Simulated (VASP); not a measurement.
```
Pt
1.0
    0.00000     1.96538     1.96538
    1.96538     0.00000     1.96538
    1.96538     1.96538     0.00000
Pt
1
Direct
  0.00000   0.00000   0.00000
```

Method: PBE GGA with D4 dispersion, VASP's PBE PAW potentials (set 64) (plane waves; VASP 6.6.1). Run with 520 eV cut-off, 16×16×16 Γ-centred mesh, first-order Methfessel-Paxton smearing of 0.10 eV, potentials Pt.

Task: Give the energy at these volumes per atom, relative to the lowest: 14.26, 14.72, 15.17, 15.63, 16.08 Å³.

Result: 55.0, 13.1, 0.0, 10.5, 40.7 meV/atom. A third-order Birch-Murnaghan fit gives B0 = 276 GPa and B0′ = 5.4.

Measured: bulk modulus 289 GPa at 0 K (computed value off by -4.3 %), as given by H. Levämäki et al., Physical Review B (2014), arXiv:1402.3671 [corrected for temperature and zero-point phonon effects]; a 3.913 Å at 0 K (computed value off by +0.5 %), as given by Daniel Mejia-Rodriguez et al., Physical Review B (2018), arXiv:1807.09216 [static lattice: zero-point anharmonic expansion removed].

The compound is Pt in the fcc structure. It was relaxed first.
